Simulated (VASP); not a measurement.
Given:

```xyz
4
Lattice="3.3124 0.0000 0.0000 -1.6562 2.8688 0.0000 0.0000 0.0000 7.0574" Properties=species:S:1:pos:R:3 pbc="T T T"
Cd     0.0000     1.9125     0.2195
Cd     1.6562     0.9563     3.7482
S      0.0000     1.9125     2.4271
S      1.6562     0.9563     5.9558
```

All values below come from PBEsol GGA, VASP's PBE PAW potentials (set 64) (plane waves; VASP). Run with 500 eV cut-off, 11×11×5 Γ-centred mesh, first-order Methfessel-Paxton smearing of 0.10 eV, potentials Cd S.

Task: Estimate the energy per atom (σ→0), pressure, band gap (on the k-mesh) with the smallest direct gap where there is one.

Result: 
```json
{
 "band gap (on the k-mesh)": "none (metal, semimetal or under 0.01 eV)",
 "energy per atom (σ→0)": "-2.484 eV/atom",
 "pressure": "45.07 GPa"
}
```

The absolute energy has meaning only against runs of the same code, potentials and settings.

The structure was generated: CdS was put into the wurtzite type (P6_3mc), which need not be its known phase. It was relaxed first under an external pressure of 45 GPa.
